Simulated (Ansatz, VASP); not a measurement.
# Cross-check of H2Pt (rutile type (invented)) between VASP and Ansatz, part 2 of 2

Aim: how closely do two programs agree when they are given the same cell, functional and k mesh? The cell is generated by rule, not measured, and may not be a known phase. Of the first pair: The two relaxations start from unlike cells of this crystal (the structure described is Ansatz's start), so only their ends are compared.

VASP 6.6.1 and Ansatz 0.2.0.

So far: The starting structure; VASP: relaxation of cell and atoms, PBE, pair 1; Ansatz: relaxation of cell and atoms, PBE, pair 1; Differences.

## (5) Ansatz: relaxation of cell and atoms, PBE, pair 2

Level of this step: Ansatz beside VASP: Kohn-Sham DFT, plane waves, PBE (Ansatz).

The relaxed volume is the usual yardstick between codes: in a stiff, nearly cubic crystal its relative difference is about their pressure difference at one cell divided by the bulk modulus. Its start cell is another than that of the pair before, and may be another structure of the material.

The cell is taken from a series of runs on this material, whose earlier steps may have relaxed, scaled, displaced or heated it; both programs get it as it stands.

Contents of input.yaml:

```yaml
crystal:
  lattice:
    - [4.3734132643, 0.0, 0.0]
    - [0.0, 4.3734132643, 0.0]
    - [0.0, 0.0, 2.7444764661]
  atoms:
    - { symbol: Pt, position: [0.0, 0.0, 0.0] }
    - { symbol: Pt, position: [0.5, 0.5, 0.5] }
    - { symbol: H, position: [0.2995021314, 0.2995021314, 0.0] }
    - { symbol: H, position: [0.7004978686, 0.7004978686, 0.0] }
    - { symbol: H, position: [0.7995021314, 0.2004978686, 0.5] }
    - { symbol: H, position: [0.2004978686, 0.7995021314, 0.5] }
kpoints:
  mp_grid: { grid: [8, 8, 14] }
hamiltonian:
  xc: pbe
scf:
  occupations: { method: gaussian, width: 0.1 }
output:
  forces: true
  stress: true
  eigenvalues: true
relax:
  adjacent_minimum: "off"
  f_tol: 0.005
  max_steps: 80
  cell: { stress_tol: 0.05 }
```

Command:

```bash
> ansatz run input.yaml --threads 4 --pin off --max-ram 9216MiB --backend cpu --events-out ev --progress --plain --runs-dir out
```

Numbers of over 12 decimals in the logs are rounded to 6 here.

The program printed:

```text
[...]
Crystal: 6 atoms, lattice volume = 52.493 Å³
Basis set: ecut = 420 eV, 1041 PW (Γ), exchange–correlation on 60×60×40 points (8 copies of the dense FFT grid, shifted against one another)
Bands: 26, of which v1, the nominal top of the filled ones, is band 20 counted from 1 (19 counted from 0)
Symmetry: 16 space group operations
[...]
k-points: 120 of 896
[...]
cell:  # Å, volume = 52.3143 Å³
    - [4.357252, 0, 0.0]
    - [0, 4.357252, 0.0]
    - [0.0, 0.0, 2.755469]
  atoms:
    - { symbol: Pt, position: [0, 0, 0.0] }
    - { symbol: Pt, position: [0.5, 0.5, 0.5] }
    - { symbol: H, position: [0.300523, 0.300523, 0.0] }
    - { symbol: H, position: [0.699477, 0.699477, 0.0] }
    - { symbol: H, position: [0.800523, 0.199477, 0.5] }
    - { symbol: H, position: [0.199477, 0.800523, 0.5] }
[key lines of the parts left out:]
SCF converged after 8 iterations
Free energy (F): -25109.065664 eV
Fermi energy:    12.990999 eV
P = ⅓ Tr σ = -0.0244 GPa (-0.244 kbar)
```

## (6) VASP: relaxation of cell and atoms, PBE, pair 2

The same cell, functional, mesh and smearing now go to VASP, with its own data sets.

Contents of INCAR:

```
SYSTEM = H2Pt
PREC = Accurate
ENCUT = 500
EDIFF = 1E-07
NELM = 120
ISMEAR = 0
SIGMA = 0.1
LREAL = .FALSE.
ALGO = Normal
GGA = PE
NBANDS = 18
LASPH = .TRUE.
LORBIT = 11
LWAVE = .FALSE.
LCHARG = .FALSE.
ISIF = 3
IBRION = 2
NSW = 80
EDIFFG = -0.005
GGA_COMPAT = .FALSE.
NELMIN = 4
KPAR = 2
```

Contents of POSCAR:

```
H2Pt
1.0
    4.3734130000      0.0000000000      0.0000000000
    0.0000000000      4.3734130000      0.0000000000
    0.0000000000      0.0000000000      2.7444760000
Pt H
2 4
Direct
    0.0000000000      0.0000000000      0.0000000000
    0.5000001143      0.5000001143      0.5000000000
    0.2995022423      0.2995022423      0.0000000000
    0.7004979864      0.7004979864      0.0000000000
    0.7995021280      0.2004978720      0.5000000000
    0.2004978720      0.7995021280      0.5000000000
```

Contents of KPOINTS:

```
Automatic mesh
0
Gamma
8 8 14
0 0 0
```

Potentials, in the order of the species: Pt and H (PBE family, release 64).

Command:

```bash
> mpirun -np 2 vasp_std
```

The program printed:

```text
[... set-up lines as in an earlier step ...]
 entering main loop
       N       E                     dE             d eps       ncg     rms          rms(c)
DAV:   1     0.103120234257E+03    0.10312E+03   -0.11426E+04  4392   0.117E+03
DAV:   2    -0.229133584515E+02   -0.12603E+03   -0.12107E+03  4884   0.240E+02
DAV:   3    -0.265160374276E+02   -0.36027E+01   -0.35546E+01  5242   0.394E+01
DAV:   4    -0.265427964864E+02   -0.26759E-01   -0.26738E-01  4818   0.349E+00
[...]
DAV:  12    -0.252835017467E+02    0.63841E-06   -0.12897E-06  4526   0.754E-03    0.355E-03
DAV:  13    -0.252835015072E+02    0.23946E-06   -0.45420E-08  3602   0.154E-03    0.528E-04
DAV:  14    -0.252835015072E+02   -0.35698E-10   -0.84744E-09  2306   0.708E-04
   1 F= -.25283502E+02 E0= -.25280526E+02  d E =-.252835E+02
[... from here on, the cycles between the ionic steps are left out ...]
   2 F= -.25284264E+02 E0= -.25281174E+02  d E =-.762181E-03
   3 F= -.25284571E+02 E0= -.25281372E+02  d E =-.106988E-02
   4 F= -.25284777E+02 E0= -.25281476E+02  d E =-.205358E-03
   5 F= -.25284778E+02 E0= -.25281484E+02  d E =-.206835E-03
   6 F= -.25284834E+02 E0= -.25281511E+02  d E =-.554973E-04
   7 F= -.25284858E+02 E0= -.25281509E+02  d E =-.798907E-04
[...]
reached required accuracy - stopping structural energy minimisation
```

Parts of OUTCAR (step 6):

```text
  Total        0.0133742      0.0133742     -0.0086474      0.0000000      0.0000000      0.0000000
  in kB        0.4103269      0.4103269     -0.2653068      0.0000000      0.0000000      0.0000000
  external PRESSURE =       0.1851156 kB  Pullay stress =       0.0000000 kB

 POSITION                                       TOTAL-FORCE (eV/Angst)
 -----------------------------------------------------------------------------------
      0.00000      0.00000      0.00000        -0.000000      0.000000     -0.000000
      2.17704      2.17704      1.37730         0.000000      0.000000     -0.000000
      1.30781      1.30781      0.00000         0.002573      0.002573     -0.000000
      3.04627      3.04627      0.00000        -0.002573     -0.002573     -0.000000
      3.48484      0.86923      1.37730         0.002573     -0.002573      0.000000
      0.86923      3.48484      1.37730        -0.002573      0.002573     -0.000000
 -----------------------------------------------------------------------------------
    total drift:                               -0.000147     -0.000147     -0.000001

  FREE ENERGIE OF THE ION-ELECTRON SYSTEM (eV)
  ---------------------------------------------------
  free  energy   TOTEN  =       -25.2848581163 eV

  energy  without entropy=      -25.2781593045  energy(sigma->0) =      -25.28150871

[... 1 part as in an earlier step ...]

[... 3 further parts left out ...]
[key lines of the parts left out:]
E-fermi :   5.8211
```

## (7) Comparison

What differs besides the data sets and the points named for the pairs above, as far as they apply: the data sets hold 40 valence electrons in Ansatz (on its default PAW (the set named soft_2) files) and 24 in VASP. Total energies have different zeros and are not compared.

The two programs side by side:

| quantity | Ansatz | VASP | difference |
| --- | --- | --- | --- |
| volume (Å³) | 52.31 | 52.22 | +0.18 % |
| edge a after relaxation, in the typed setting (Å) | 4.357 | 4.354 | +0.07 % |
| edge c after relaxation, in the typed setting (Å) | 2.756 | 2.755 | +0.03 % |

## (8) Outcome

| Item | Value |
| --- | --- |
| difference in volume (relaxation of cell and atoms, PBE, pair 1) | 0.21 % |
| difference in volume (relaxation of cell and atoms, PBE, pair 2) | 0.18 % |

The difference in volume is 0.21 % (relaxation of cell and atoms, PBE, pair 1), within the 1.2 % picked in this series as the mark of a large difference, as far as the stopping tolerances let one tell. The data sets hold unlike numbers of valence electrons (40 in Ansatz and 24 in VASP), so part of the differences comes from the potentials. Such differences can come from data sets, numerical settings and the points named under the comparisons, not from the functional's error against experiment.

[Lines on the potential files, build, host, timing and source positions are cut from VASP's logs without a mark.]

[Logs are printed without paths, hosts, clocks, repeated set-up lines and the standing remarks that a program may print on its own settings, such as how far it seeks lower states.]

[Hosts, paths, dates, database ids (printed as entryN), source tags and the programs' standing remarks are cut or masked in the printed files.]
